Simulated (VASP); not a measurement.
Consider the following.

```
CELL_PARAMETERS angstrom
      1.60543    -2.78069     0.00000
      1.60543     2.78069     0.00000
      0.00000     0.00000    15.33338
ATOMIC_POSITIONS crystal
  W  0.33333 0.66667 0.25000
  W  0.66667 0.33333 0.75000
  S  0.33333 0.66667 0.85254
  S  0.66667 0.33333 0.35254
  S  0.66667 0.33333 0.14746
  S  0.33333 0.66667 0.64746
```

All values below come from RPBE GGA, VASP's PBE PAW potentials (set 64) (plane waves; VASP 6.6.1). Settings: 520 eV cut-off, Gaussian smearing of 0.050 eV, potentials W_sv S.

Without a dispersion term in the relaxation, distances and binding between the weakly bound layers, chains or molecules are unreliable, and so is what depends on them. Unless said otherwise, spin-orbit coupling is left out, though it shifts the bands of the heavy elements here.

Task: Give the energies of bands 17 to 30 at the high-symmetry points, in eV from the valence-band maximum.

Result: 
| band | Γ | M | K | A | L | H |
|---|---|---|---|---|---|---|
| 17 | -3.00 | -4.56 | -4.57 | -3.00 | -4.54 | -4.57 |
| 18 | -3.00 | -4.51 | -4.56 | -3.00 | -4.54 | -4.57 |
| 19 | -2.41 | -3.54 | -4.08 | -2.22 | -3.54 | -4.08 |
| 20 | -2.00 | -3.54 | -4.08 | -2.22 | -3.54 | -4.08 |
| 21 | -1.81 | -2.29 | -3.36 | -1.81 | -2.28 | -3.36 |
| 22 | -1.81 | -2.28 | -3.36 | -1.81 | -2.28 | -3.36 |
| 23 | -1.81 | -1.50 | -2.54 | -1.81 | -1.50 | -2.54 |
| 24 | -1.81 | -1.49 | -2.54 | -1.81 | -1.50 | -2.54 |
| 25 | -0.30 | -1.08 | -0.17 | -0.14 | -1.08 | -0.16 |
| 26 | 0.00 | -1.08 | -0.16 | -0.14 | -1.08 | -0.16 |
| 27 | 2.64 | 2.58 | 1.58 | 2.64 | 2.58 | 1.58 |
| 28 | 2.64 | 2.58 | 1.58 | 2.64 | 2.58 | 1.58 |
| 29 | 2.66 | 3.02 | 3.12 | 2.66 | 3.04 | 3.20 |
| 30 | 2.67 | 3.05 | 3.28 | 2.72 | 3.04 | 3.20 |

The gap is indirect, 1.58 eV, from the valence maximum at Γ to the conduction minimum at K.

The compound is WS2 in the 2H layered structure. It was relaxed first, which changed the volume by +29 %.
